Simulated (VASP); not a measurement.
Given:

```xyz
2
Lattice="3.7684 -1.9288 -0.0023 3.7684 1.9288 -0.0023 2.7831 0.0000 3.1899" Properties=species:S:1:pos:R:3 pbc="T T T"
As     2.3433     0.0000     0.7233
As     7.9766     0.0000     2.4620
```

Method: PBE GGA, VASP's PBE PAW potentials (set 64) (plane waves; VASP). Settings: 520 eV cut-off, 12×12×12 Γ-centred mesh, first-order Methfessel-Paxton smearing of 0.10 eV, potentials As.

### Question
The ions and cell shape at fixed volume are relaxed. Give the cell that the relaxation ends in.

### Answer

```xyz
2
Lattice="3.8513 -1.9049 0.0377 3.8513 1.9049 0.0377 2.8783 0.0000 3.1904" Properties=species:S:1:pos:R:3 pbc="T T T"
As     2.3839     0.0000     0.7358
As     8.1971     0.0000     2.5300
```
Space group R-3m (166), at a tolerance of 0.03 Å.

### Question
How much energy does the relaxation gain?

### Answer
The energy (σ→0) changes by -3.1 meV/atom, in 6 ionic steps.

The compound is As in the a7 structure. This cell is one point of a volume scan, at 1.03 of the reference volume. Symmetry was kept, so distortions that lower it aren't found.
